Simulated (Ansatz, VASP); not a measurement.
## BaY in two plane-wave programs

One calculation is typed for both programs; each brings its own data sets. How far apart do they land? The cell is generated by rule, not measured, and may not be a known phase. The cell is taken from a series of runs on this material, whose earlier steps may have relaxed, scaled, displaced or heated it; both programs get it as it stands.

Program: Ansatz 0.2.0. Level of theory: plane waves, with VASP 6.6.1 beside it; relaxation of cell and atoms at PBE. Results are calculated unless marked as measured.

The structure was built from a prototype and need not be the compound's stable phase.

## (1) Starting point

Symmetry: Pm-3m, No. 221, cubic system. Conventional cell: a = 4.421 Å, b = 4.421 Å, c = 4.421 Å, α = 90.00°, β = 90.00°, γ = 90.00°. Nearest to Ba lie 8 Y at 3.83 Å. Nearest to Y lie 8 Ba at 3.83 Å. Farther neighbours are not listed.

## (2) VASP: relaxation of cell and atoms, PBE

The relaxed volume is the usual yardstick between codes: in a stiff, nearly cubic crystal its relative difference is about their pressure difference at one cell divided by the bulk modulus.

Lines of VASP's logs that name or quote its potential files are left out, and so is its time.

File INCAR:

```
SYSTEM = BaY
PREC = Accurate
ENCUT = 500
EDIFF = 1E-07
NELM = 120
ISMEAR = 0
SIGMA = 0.1
LREAL = .FALSE.
ALGO = Normal
GGA = PE
NBANDS = 16
LASPH = .TRUE.
LORBIT = 11
LWAVE = .FALSE.
LCHARG = .FALSE.
ISIF = 3
IBRION = 2
NSW = 80
EDIFFG = -0.005
GGA_COMPAT = .FALSE.
NELMIN = 4
```

File POSCAR:

```
BaY
1.0
    4.4212210000      0.0000000000      0.0000000000
    0.0000000000      4.4212210000      0.0000000000
    0.0000000000      0.0000000000      4.4212210000
Ba Y
1 1
Direct
    0.0000000000      0.0000000000      0.0000000000
    0.4999998869      0.4999998869      0.4999998869
```

File KPOINTS:

```
Automatic mesh
0
Gamma
10 10 10
0 0 0
```

PAW data sets: Ba_sv and Y_sv (PBE family, release 64).

Launch:

```console
mpirun -np 1 vasp_std
```

Numbers of over 12 decimals in the logs are rounded to 6 here.

What it wrote:

```text
[banner, memory and clock lines left out]
running    1 mpi-ranks, on    1 nodes
 distrk:  each k-point on    1 cores,    1 groups
 distr:  one band on    1 cores,    1 groups

 POSCAR found type information on POSCAR BaY
 POSCAR found :  2 types and       2 ions
 LDA part: xc-table for (Slater+PW92), standard interpolation
 POSCAR, INCAR and KPOINTS ok, starting setup
 FFT: planning ... GRIDC
 FFT: planning ... GRID_SOFT
 FFT: planning ... GRID
 WAVECAR not read
 entering main loop
       N       E                     dE             d eps       ncg     rms          rms(c)
DAV:   1     0.107265612254E+03    0.10727E+03   -0.95382E+03  1792   0.111E+03
DAV:   2    -0.105515028434E+01   -0.10832E+03   -0.10633E+03  2416   0.238E+02
DAV:   3    -0.830728958826E+01   -0.72521E+01   -0.72329E+01  3056   0.467E+01
DAV:   4    -0.851366880727E+01   -0.20638E+00   -0.20636E+00  2376   0.705E+00
DAV:   5    -0.851729434425E+01   -0.36255E-02   -0.36255E-02  2744   0.794E-01    0.167E+01
DAV:   6    -0.769796875720E+01    0.81933E+00   -0.22386E+00  2208   0.498E+00    0.114E+01
DAV:   7    -0.767690734993E+01    0.21061E-01   -0.13746E+00  2512   0.382E+00    0.248E+00
DAV:   8    -0.766291263945E+01    0.13995E-01   -0.52956E-01  2096   0.263E+00    0.166E+00
DAV:   9    -0.765429091224E+01    0.86217E-02   -0.12419E-01  2136   0.129E+00    0.107E+00
DAV:  10    -0.765269453877E+01    0.15964E-02   -0.84480E-03  2208   0.406E-01    0.144E-01
DAV:  11    -0.765271108376E+01   -0.16545E-04   -0.11742E-03  2656   0.161E-01    0.446E-02
DAV:  12    -0.765270203765E+01    0.90461E-05   -0.33231E-05  2128   0.321E-02    0.188E-02
DAV:  13    -0.765269827718E+01    0.37605E-05   -0.15055E-05  2544   0.153E-02    0.641E-03
DAV:  14    -0.765269764937E+01    0.62781E-06   -0.21685E-06  2784   0.685E-03    0.112E-03
DAV:  15    -0.765269756185E+01    0.87520E-07   -0.10692E-07  1528   0.157E-03
   1 F= -.76526976E+01 E0= -.76419039E+01  d E =-.765270E+01
 curvature:   0.00 expect dE= 0.000E+00 dE for cont linesearch  0.000E+00
 trial: gam= 0.00000 g(F)=  0.000E+00 g(S)=  0.401E-03 ort = 0.000E+00 (trialstep = 0.100E+01)
 search vector abs. value=  0.401E-03
 bond charge predicted
       N       E                     dE             d eps       ncg     rms          rms(c)
DAV:   1    -0.765740858792E+01   -0.47109E-02   -0.10172E-01  2496   0.210E+00    0.402E-01
DAV:   2    -0.765365800785E+01    0.37506E-02   -0.10469E-02  2240   0.650E-01    0.195E-01
DAV:   3    -0.765277770770E+01    0.88030E-03   -0.78613E-03  3024   0.433E-01    0.116E-01
DAV:   4    -0.765282983672E+01   -0.52129E-04   -0.31079E-04  2184   0.959E-02    0.711E-02
DAV:   5    -0.765294787911E+01   -0.11804E-03   -0.23443E-04  2896   0.733E-02    0.213E-02
DAV:   6    -0.765294847646E+01   -0.59735E-06   -0.58605E-06  2216   0.116E-02    0.211E-02
DAV:   7    -0.765295091439E+01   -0.24379E-05   -0.14545E-06  2112   0.941E-03    0.146E-02
DAV:   8    -0.765295116290E+01   -0.24851E-06   -0.57596E-06  1968   0.179E-02    0.148E-02
DAV:   9    -0.765295081976E+01    0.34314E-06   -0.10264E-06  1960   0.322E-03    0.104E-02
DAV:  10    -0.765295072942E+01    0.90339E-07   -0.47409E-08  1208   0.124E-03
   2 F= -.76529507E+01 E0= -.76420856E+01  d E =-.253168E-03
 trial-energy change:   -0.000253  1 .order   -0.000271   -0.000401   -0.000142
 step:   1.5479(harm=  1.5479)  dis= 0.00000  next Energy=    -7.653008 (dE=-0.310E-03)
 bond charge predicted
       N       E                     dE             d eps       ncg     rms          rms(c)
DAV:   1    -0.765433133794E+01   -0.13805E-02   -0.30544E-02  2544   0.115E+00    0.223E-01
DAV:   2    -0.765318316199E+01    0.11482E-02   -0.30888E-03  2232   0.354E-01    0.107E-01
DAV:   3    -0.765292090363E+01    0.26226E-03   -0.23557E-03  3000   0.236E-01    0.627E-02
DAV:   4    -0.765293618984E+01   -0.15286E-04   -0.93423E-05  2216   0.523E-02    0.378E-02
DAV:   5    -0.765296844210E+01   -0.32252E-04   -0.72875E-05  2928   0.407E-02    0.115E-02
DAV:   6    -0.765296857657E+01   -0.13446E-06   -0.18405E-06  2168   0.648E-03    0.111E-02
DAV:   7    -0.765296876442E+01   -0.18785E-06   -0.76093E-07  2072   0.678E-03    0.641E-03
DAV:   8    -0.765296786339E+01    0.90103E-06   -0.12698E-06  2312   0.750E-03    0.584E-03
DAV:   9    -0.765296779705E+01    0.66338E-07   -0.14043E-07  1416   0.165E-03
   3 F= -.76529678E+01 E0= -.76420654E+01  d E =-.270235E-03
 curvature:  -0.77 expect dE=-0.235E-05 dE for cont linesearch -0.235E-05
 trial: gam= 0.00000 g(F)=  0.262E-47 g(S)=  0.304E-05 ort =-0.349E-04 (trialstep = 0.111E+01)
 search vector abs. value=  0.304E-05
 reached required accuracy - stopping structural energy minimisation
```

From OUTCAR (step 2):

```text
ion  position               nearest neighbor table
   1  0.000  0.000  0.000-   2 3.83   2 3.83   2 3.83   2 3.83   2 3.83   2 3.83   2 3.83   2 3.83

  LATTYP: Found a simple cubic cell.
 ALAT       =     4.4212210000

 Subroutine GETGRP returns: Found 48 space group operations
 (whereof 48 operations were pure point group operations)

The static configuration has the point symmetry O_h .

 Found     56 irreducible k-points:

   k-points           NKPTS =     56   k-points in BZ     NKDIM =     56   number of bands    NBANDS=     16

   dimension x,y,z NGX =    32 NGY =   32 NGZ =   32
   dimension x,y,z NGXF=    64 NGYF=   64 NGZF=   64

   ENCUT  =  500.0 eV  36.75 Ry    6.06 a.u.   8.06  8.06  8.06*2*pi/ulx,y,z

   NELECT =      21.0000    total number of electrons

 k-points in reciprocal lattice and weights: Automatic mesh
   0.00000000  0.00000000  0.00000000       0.001
   0.10000000  0.00000000  0.00000000       0.006
   0.20000000  0.00000000  0.00000000       0.006
   0.30000000  0.00000000  0.00000000       0.006
   0.40000000  0.00000000  0.00000000       0.006
   0.50000000  0.00000000  0.00000000       0.003
   0.10000000  0.10000000  0.00000000       0.012
   0.20000000  0.10000000  0.00000000       0.024
   0.30000000  0.10000000  0.00000000       0.024
[...]
0.50000000  0.50000000  0.40000000       0.006
   0.50000000  0.50000000  0.50000000       0.001

 average (electrostatic) potential at core
       1 -37.6733       2 -39.3785

 E-fermi :   2.4421

 k-point     1 :       0.0000    0.0000    0.0000
  band No.  band energies     occupation
    ...
      7     -10.6503      2.00000
      8     -10.6503      2.00000
      9      -1.1970      2.00000
     10       1.4080      2.00000
     11       1.4080      2.00000
     12       3.9815      0.00000
     13       3.9815      0.00000
     14       3.9815      0.00000
     15       5.9088      0.00000
     16       5.9088      0.00000

 k-point     2 :       0.1000    0.0000    0.0000
  band No.  band energies     occupation
    ...
      7     -10.6487      2.00000
      8     -10.6487      2.00000
      9      -1.0735      2.00000
     10       1.4711      2.00000
     11       1.4914      2.00000
     12       3.9560      0.00000
     13       3.9560      0.00000
     14       4.0242      0.00000
     15       5.6890      0.00000
     16       5.9642      0.00000

 k-point     3 :       0.2000    0.0000    0.0000
  band No.  band energies     occupation
    ...
      7     -10.6446      2.00000
      8     -10.6446      2.00000
      9      -0.7208      2.00000
     10       1.6581      2.00000
     11       1.6878      2.00000
     12       3.9024      0.00000
     13       3.9024      0.00000
     14       4.1453      0.00000
     15       5.1456      0.00000
     16       5.9456      0.00000

  Total       -0.0064773     -0.0064773     -0.0064773     -0.0000000      0.0000000      0.0000000
  in kB       -0.1190866     -0.1190866     -0.1190866     -0.0000000      0.0000000      0.0000000
  external PRESSURE =      -0.1190866 kB  Pullay stress =       0.0000000 kB

  energy-cutoff  :      500.00
  volume of cell :       87.15
      direct lattice vectors                 reciprocal lattice vectors
     4.433509318  0.000000000  0.000000000     0.225554956 -0.000000000  0.000000000
     0.000000000  4.433509318  0.000000000    -0.000000000  0.225554956 -0.000000000
    -0.000000000  0.000000000  4.433509318     0.000000000 -0.000000000  0.225554956

 POSITION                                       TOTAL-FORCE (eV/Angst)
 -----------------------------------------------------------------------------------
      0.00000      0.00000      0.00000        -0.000000     -0.000000      0.000000
      2.21675      2.21675      2.21675         0.000000      0.000000      0.000000
 -----------------------------------------------------------------------------------
    total drift:                                0.000392      0.000392      0.000392

  FREE ENERGIE OF THE ION-ELECTRON SYSTEM (eV)
  ---------------------------------------------------
  free  energy   TOTEN  =        -7.6529677971 eV

  energy  without entropy=       -7.6311631013  energy(sigma->0) =       -7.64206545

 reached required accuracy - stopping structural energy minimisation

 total charge
# of ion       s       p       d       f       tot
--------------------------------------------------
    1        2.069   5.521   0.412   0.000   8.002
    2        2.293   6.123   0.787   0.003   9.206
--------------------------------------------------
tot          4.363  11.644   1.198   0.003  17.208

[... 3 further parts left out ...]
```

CONTCAR:

```
BaY
   1.00000000000000
     4.4335093179055827    0.0000000000000000    0.0000000000000000
     0.0000000000000000    4.4335093179055827    0.0000000000000000
    -0.0000000000000000    0.0000000000000000    4.4335093179055827
  Ba              Y
     1     1
Direct
     0.0000000000000000    0.0000000000000000    0.0000000000000000
     0.4999998868999995    0.4999998868999995    0.4999998868999995
```

This run has no spin polarisation. Its electron count is odd, so without a moment it is a metal by construction. Harder data sets than Ba_sv exist (the GW ones), and pressures, volumes and forces can shift noticeably with them. The run keeps the 48 symmetry operations of its start, so it cannot find a distortion of lower symmetry.

## (3) Ansatz: relaxation of cell and atoms, PBE

Ansatz runs on its default PAW (the set named soft_2) files.

The same cell, functional, mesh and smearing now go to Ansatz, which takes its cutoff from its data sets.

File input.yaml:

```yaml
crystal:
  lattice:
    - [4.4212207093, 0.0, 0.0]
    - [0.0, 4.4212207093, 0.0]
    - [0.0, 0.0, 4.4212207093]
  atoms:
    - { symbol: Ba, position: [0.0, 0.0, 0.0] }
    - { symbol: "Y", position: [0.5, 0.5, 0.5] }
kpoints:
  mp_grid: { grid: [10, 10, 10] }
hamiltonian:
  xc: pbe
scf:
  occupations: { method: gaussian, width: 0.1 }
output:
  forces: true
  stress: true
  eigenvalues: true
  write_density: true
  write_potential: true
  elf: true
  volumetric_format: npy
relax:
  adjacent_minimum: "off"
  f_tol: 0.005
  max_steps: 80
  cell: { stress_tol: 0.05 }
```

Launch:

```console
ansatz run input.yaml --threads 4 --pin off --max-ram 8192MiB --backend cpu --events-out ev --progress --plain --runs-dir out
```

What it wrote:

```text
Engine: ansatz 0.2.0, aarch64-unknown-linux-gnu
Pseudopotentials: kind: paw
Pseudopotential: Ba, paw, valence charge 10, recommended cutoff 420 eV (normal), Ba.paw.azcp
Pseudopotential: Y, paw, valence charge 11, recommended cutoff 420 eV (normal), Y.paw.azcp
Functional definition: PBE
  parameter kappa = 0.804
  parameter beta = 0.066725
  exchange = pbe_x(kappa = kappa, mu = beta*pi^2/3)
  correlation = pbe_c(beta = beta)
Crystal: 2 atoms, lattice volume = 86.422 Å³
Basis set: ecut = 420 eV, 1743 PW (Γ), exchange–correlation on 60×60×60 points (8 copies of the dense FFT grid, shifted against one another)
Bands: 15, of which v1, the nominal top of the filled ones, is band 11 counted from 1 (10 counted from 0)
Symmetry: 48 space group operations
Space group: Pm-3m (ITA 221), of the structure as read, at distance tolerance 4.4e-5 Å
k-points: 56 of 1000
Non-local potential: Ba, projectors of the file, l = 0: 3, l = 1: 2, l = 2: 2, l = 3: 2
Non-local potential: Y, projectors of the file, l = 0: 3, l = 1: 2, l = 2: 2, l = 3: 1
PAW form: soft (Blöchl's): semilocal exchange-correlation on the pseudo side does not see the compensation charge
PAW one-centre angular grid: Ba, 194 points (default); XC on 64 Gauss nodes
PAW one-centre angular grid: Y, 590 points (default); XC on 64 Gauss nodes
Initial density: superposition of atomic densities (neutral atoms: chi_scale 0, normalization atom), corrected by the library's trained network
Initial wavefunctions: pseudopotential atomic-orbital guess
Functional: x = pbe(κ = 0.804, μ = 0.219515), c = pbe(β = 0.066725)
SCF iter   1: F=—  HF=-9797.546640 eV  |F-HF|=—  |Δ(HF+E_count)|=         —  Δρ=2.68e-3  dr2=9.23e-3  ethr=1.77e-3  ⟨swp⟩=6.6  Hψ=5064  notcnv=0
preconditioner: auto → Kerker (q_TF=auto, 2.155 Å⁻¹)  [metal: Δε(μ)=0.020 eV  Ē_g=2.210 eV  σ=0.100 eV  W_gap=0.11  n_scr=18 (ndim 8)  ℏωp=8.9 eV  f_vac=0.000  D(μ)=4.41/eV (n_scr^D=32)]
SCF iter   2: F=—  HF=-9797.545094 eV  |F-HF|=—  |Δ(HF+E_count)|=   1.55e-3  Δρ=1.57e-3  dr2=2.75e-3  ethr=4.40e-5  ⟨swp⟩=2.3  Hψ=1693  notcnv=0
SCF iter   3: F=—  HF=-9797.545051 eV  |F-HF|=—  |Δ(HF+E_count)|=   4.31e-5  Δρ=3.80e-4  dr2=1.91e-4  ethr=1.31e-5  ⟨swp⟩=2.7  Hψ=1314  notcnv=0
SCF iter   4: F=—  HF=-9797.545040 eV  |F-HF|=—  |Δ(HF+E_count)|=   1.08e-5  Δρ=7.73e-5  dr2=8.71e-6  ethr=9.10e-7  ⟨swp⟩=2.4  Hψ=1295  notcnv=0
SCF iter   5: F=—  HF=-9797.545030 eV  |F-HF|=—  |Δ(HF+E_count)|=   1.01e-5  Δρ=1.22e-5  dr2=8.92e-8  ethr=4.15e-8  ⟨swp⟩=2.0  Hψ=1255  notcnv=0
SCF iter   6: F=-9797.545030 eV  HF=-9797.545030 eV  |F-HF|=1.35e-9  |Δ(HF+E_count)|=   6.89e-8  Δρ=1.88e-6  dr2=2.69e-9  ethr=4.25e-10  ⟨swp⟩=7.4  Hψ=5820  notcnv=0
SCF 1 converged in 6 iterations: F = -9797.545030 eV  dr2 = 2.69e-9
  greatest PAW one-centre occupation: 0.994 electrons in one spin orbital (limit 2), on the Y atom at site 1 (counted from 0), in its partial waves of l = 0
relax step   1: F+E_penalty+E_count = -9797.54503005 eV  Δ(F+E_penalty+E_count) = +0.000e0 eV  max|allowed force component| = 1.451e-29 eV/Å  Δτ_max = 0.0000 Å  P = -0.019 GPa  Ω = 86.422 Å³  (6 SCF iters, dr2 threshold 1.00e-7 eV, accepted)
Initial density: handed on by an earlier stage of this run
Initial wavefunctions: pseudopotential atomic-orbital guess (no wavefunctions were taken with the density)
iter 1 solved again at ethr=1.28e-7 eV; its pass at ethr=3.10e-3 eV (dr2=2.70e-5 eV) is discarded
SCF iter   1: F=—  HF=-9797.545038 eV  |F-HF|=—  |Δ(HF+E_count)|=         —  Δρ=2.14e-6  dr2=3.88e-9  ethr=1.28e-7  ⟨swp⟩=3.1  Hψ=7688  notcnv=0
eigensolver tolerance schedule: the retry pair's looser diagonalisation over-reported the residual by 6943.25 of it (diagonalisation noise at 0.40 of the residual, at the tolerance the schedule requests for it); recorded, not acted on — ethr = c·dr2/N_el stays at c = 1.0e-1
preconditioner: auto → Kerker (q_TF=auto, 2.155 Å⁻¹)  [metal: Δε(μ)=0.026 eV  Ē_g=2.194 eV  σ=0.100 eV  W_gap=0.15  n_scr=18 (ndim 8)  ℏωp=8.9 eV  f_vac=0.000  D(μ)=4.46/eV (n_scr^D=32)]
SCF iter   2: F=—  HF=-9797.545030 eV  |F-HF|=—  |Δ(HF+E_count)|=   8.22e-6  Δρ=1.32e-6  dr2=1.04e-9  ethr=1.85e-11  ⟨swp⟩=3.2  Hψ=1997  notcnv=0
SCF iter   3: F=—  HF=-9797.545030 eV  |F-HF|=—  |Δ(HF+E_count)|=  8.17e-10  Δρ=4.72e-7  dr2=1.72e-10  ethr=4.96e-12  ⟨swp⟩=2.3  Hψ=1131  notcnv=0
SCF iter   4: F=—  HF=-9797.545030 eV  |F-HF|=—  |Δ(HF+E_count)|=  1.33e-10  Δρ=2.36e-7  dr2=2.75e-11  ethr=1.00e-12  ⟨swp⟩=2.1  Hψ=1001  notcnv=0
SCF iter   5: F=-9797.545030 eV  HF=-9797.545030 eV  |F-HF|=1.82e-12  |Δ(HF+E_count)|=  1.82e-12  Δρ=7.90e-8  dr2=2.55e-12  ethr=1.00e-12  ⟨swp⟩=6.0  Hψ=3676  notcnv=0
SCF 2 converged in 5 iterations: F = -9797.545030 eV  dr2 = 2.55e-12
relax step   2: F+E_penalty+E_count = -9797.54503005 eV  Δ(F+E_penalty+E_count) = -7.294e-10 eV  max|allowed force component| = 1.026e-29 eV/Å  Δτ_max = 0.0000 Å  P = -0.019 GPa  Ω = 86.422 Å³  stress off target by 1.86e-2 GPa  SCF on the basis re-selected at this cell (its energy is not comparable with the rows above)  (5 SCF iters)
basis re-selected at this cell: Δ(F+E_penalty+E_count) = -7.294e-10 eV, ΔP = +0.000 GPa vs the last step (what re-selecting the basis moved, of the pressure what is left beyond the Pulay correction that the steps carried, after the strain that the cell walked since its last selection, with what the two solves' SCF thresholds leave and, on support functions, any second-order correction that the steps lacked; it is no  [...]
SCF converged after 5 iterations
Free energy (F): -9797.545030 eV
Harris-Foulkes:  -9797.545030 eV  (|F-HF|=1.82e-12)
Internal energy: -9797.522730 eV  (E = F + TS)
E sigma→0 (E₀):  -9797.533880 eV
Entropy (-TS):   -0.022300 eV (-11.150 meV/atom)
Fermi energy:    7.925395 eV
--- Per-component energies (eV) ---
  E_band       = -201.926837
  E_kinetic    = 470.491464
  E_local      = -994.339441  (includes V_loc(G=0)·N_el)
  E_nonlocal   = 107.693538
  E_hartree    = 317.685136
  E_xc         = -339.332526
  E_vxc        = -332.037808  (∫ρ·V_xc dr)
  E_paw        = -8051.296763  (= ΣΔE_a)
  E_vpaw       = -89.104854  (= ΣTr[D̂ρ^β])
  E_aug_tail   = 0.000001  (compensation charges beyond the density's cutoff)
  E_ewald      = -1308.424140
  E_smearing   = -0.022300  (= −TS)
  E_closure    = -0.000000  (closes the sum)
  Σ components = -9797.545030   (vs F -9797.545030, Δ=0.00e0)
--- Forces (eV/Å), atoms counted from 1 ---
  atom   1  Ba    -0.00000000    -0.00000000     0.00000000
  atom   2  Y      0.00000000    -0.00000000     0.00000000
  max |Σ_I F_I| component: 1.95e-29 eV/Å
--- Stress (GPa, compression-positive) ---
       -0.018554      -0.000000       0.000000
        0.000000      -0.018554       0.000000
        0.000000       0.000000      -0.018554
  P = ⅓ Tr σ = -0.0186 GPa (-0.186 kbar)
--- Band table (eV; the first three rows and the last of 56) ---
  k-point 0: bands = [... 7 lower, -5.1229, 4.3187, 6.8930, 6.8930, 9.4955, 9.4955, 9.4955, 11.4346]
  k-point 1: bands = [... 7 lower, -5.1213, 4.4430, 6.9546, 6.9782, 9.4651, 9.4651, 9.5339, 11.1917]
  k-point 2: bands = [... 7 lower, -5.1172, 4.7976, 7.1368, 7.1800, 9.4001, 9.4001, 9.6424, 10.6196]
  k-point 55: bands = [... 7 lower, -5.3758, 7.8027, 7.8027, 7.8027, 8.5999, 8.5999, 8.5999, 10.5777]
--- Relaxed structure (1 steps of the walk, 1 accepted, 1 SCFs on fresh bases) ---
  F+E_penalty+E_count = -9797.54503005 eV   max|allowed force component| = 1.026e-29 eV/Å   (the final SCF, on the basis selected at the relaxed cell)
  cell:  # Å, volume = 86.4225 Å³
    - [4.4212207093, 0.0, 0.0]
    - [0.0, 4.4212207093, 0.0]
    - [0.0, 0.0, 4.4212207093]
  atoms:
    - { symbol: Ba, position: [0.0, 0.0, 0.0] }
    - { symbol: Y, position: [0.5, 0.5, 0.5] }
```

Reading the cycles: dr2 is the Hartree energy of the density residual (eV), the measure of convergence; HF is the Harris–Foulkes estimate of the energy, which meets the free energy F at convergence.

## (4) Differences

Known differences besides the potentials themselves: the cutoff is 420 eV in Ansatz and 500 eV in VASP; Ansatz adds a Pulay correction to the stress that steers its cell, VASP none. Total energies have different zeros and are not compared.

The two programs side by side:

```
                                         quantity  Ansatz   VASP  difference
                                      volume (Å³)   86.42  87.15     -0.83 %
edge a after relaxation, in the typed setting (Å)   4.421  4.434     -0.28 %
```

## (5) Results

| Item | Value |
| --- | --- |
| difference in volume (relaxation of cell and atoms, PBE) | -0.83 % |

**Reading.** The difference in volume is -0.83 % (relaxation of cell and atoms, PBE), within the 1.2 % picked in this series as the mark of a large difference, as far as the stopping tolerances let one tell. 1 further run of this series is not shown here. How closely two codes agree says nothing of how well the functional describes the real material.

[Lines on the potential files, build, host, timing and source positions are cut from VASP's logs without a mark.]

[Logs are printed without paths, hosts, clocks, repeated set-up lines and the standing remarks that a program may print on its own settings, such as how far it seeks lower states.]

[Hosts, paths, dates, database ids (printed as entryN), source tags and the programs' standing remarks are cut or masked in the printed files.]
